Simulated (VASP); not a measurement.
The system is NaCu.

```
Na Cu
1.0
     2.94224    0.00000    0.00000
     0.00000    2.94224    0.00000
     0.00000    0.00000    4.04091
Na Cu
1 1
Direct
  0.00000 0.00000 0.00000
  0.50000 0.50000 0.50000
```

The cell was built by a generator and needn't be a form met in nature.

Base run:

* Program: VASP 6.6.1
* Functional: PBEsol
* Potentials or basis: VASP PAW PBE potentials, release 64 (Na_pv, Cu)
* Cutoff: 520 eV
* k mesh: 9 × 9 × 7
* Occupations: fermi-dirac, width 0.05 eV
* Spin: no spin polarisation

Its results: pressure 0.9 GPa.

The run is repeated on the same cell with these changes: functional from PBEsol to revPBE. What comes out?

Pressure 5.0 GPa.

revPBE binds less tightly than PBEsol, so the same cell stands under more pressure.

Caveats: the PAW data sets were made with another functional, which shifts forces and pressure a little.

Not every run made on this cell is shown here.
